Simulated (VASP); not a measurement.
A convergence study with VASP on Tc (hcp): a few settings are varied, all else stays as given below, so the limit is that of these other settings.

```xyz
2
Lattice="1.3700 -2.3729 0.0000 1.3700 2.3729 0.0000 0.0000 0.0000 4.3900" Properties=species:S:1:pos:R:3 pbc="T T T"
Tc     1.3700     0.7910     1.0975
Tc     1.3700    -0.7910     3.2925
```

All values below come from PBE GGA, VASP's PBE PAW potentials (set 64) (plane waves; VASP 6.6.1). The last row used: 550 eV cut-off, 23×23×12 Γ-centred mesh, second-order Methfessel-Paxton smearing of 0.40 eV, potentials Tc_pv.

```csv
setting,E (eV/atom),pressure (GPa),irreducible k-points
"ISMEAR = -1, SIGMA = 0.01, 8×8×4 mesh",-10.3569,2.10,30
"ISMEAR = -1, SIGMA = 0.1, 8×8×4 mesh",-10.3555,2.57,30
"ISMEAR = 0, SIGMA = 0.01, 8×8×4 mesh",-10.3569,2.05,30
"ISMEAR = 0, SIGMA = 0.1, 8×8×4 mesh",-10.3565,2.16,30
"ISMEAR = 1, SIGMA = 0.01, 8×8×4 mesh",-10.3569,2.02,30
"ISMEAR = 1, SIGMA = 0.2, 8×8×4 mesh",-10.3557,2.13,30
"ISMEAR = 2, SIGMA = 0.05, 8×8×4 mesh",-10.3569,2.13,30
"ISMEAR = 2, SIGMA = 0.2, 8×8×4 mesh",-10.3560,2.07,30
"ISMEAR = -1, SIGMA = 0.01, 17×17×9 mesh",-10.3493,3.01,165
"ISMEAR = -1, SIGMA = 0.2, 17×17×9 mesh",-10.3477,4.01,165
"ISMEAR = 0, SIGMA = 0.01, 17×17×9 mesh",-10.3493,2.98,165
"ISMEAR = 0, SIGMA = 0.2, 17×17×9 mesh",-10.3495,3.14,165
"ISMEAR = 1, SIGMA = 0.01, 17×17×9 mesh",-10.3492,2.98,165
"ISMEAR = 1, SIGMA = 0.4, 17×17×9 mesh",-10.3492,2.96,165
"ISMEAR = 2, SIGMA = 0.05, 17×17×9 mesh",-10.3493,3.01,165
"ISMEAR = 2, SIGMA = 0.4, 17×17×9 mesh",-10.3495,2.97,165
"ISMEAR = -1, SIGMA = 0.05, 23×23×12 mesh",-10.3495,3.09,392
"ISMEAR = -1, SIGMA = 0.2, 23×23×12 mesh",-10.3477,4.01,392
"ISMEAR = 0, SIGMA = 0.05, 23×23×12 mesh",-10.3495,3.06,392
"ISMEAR = 0, SIGMA = 0.2, 23×23×12 mesh",-10.3494,___,392
"ISMEAR = 1, SIGMA = 0.05, 23×23×12 mesh",-10.3496,3.06,392
"ISMEAR = 1, SIGMA = 0.4, 23×23×12 mesh",-10.3491,2.97,392
"ISMEAR = 2, SIGMA = 0.1, 23×23×12 mesh",-10.3495,3.05,392
"ISMEAR = 2, SIGMA = 0.4, 23×23×12 mesh",-10.3494,2.99,392
```

**Question.** Fill in the missing entries.

**Answer.** 
- ISMEAR = 0, SIGMA = 0.2, 23×23×12 mesh, pressure (GPa): 3.15

Left out are rungs that failed or repeat a setting and relaxations that didn't move; long series are thinned to 24 rows.

The compound is Tc in the hcp structure. The cell was not relaxed at this level.
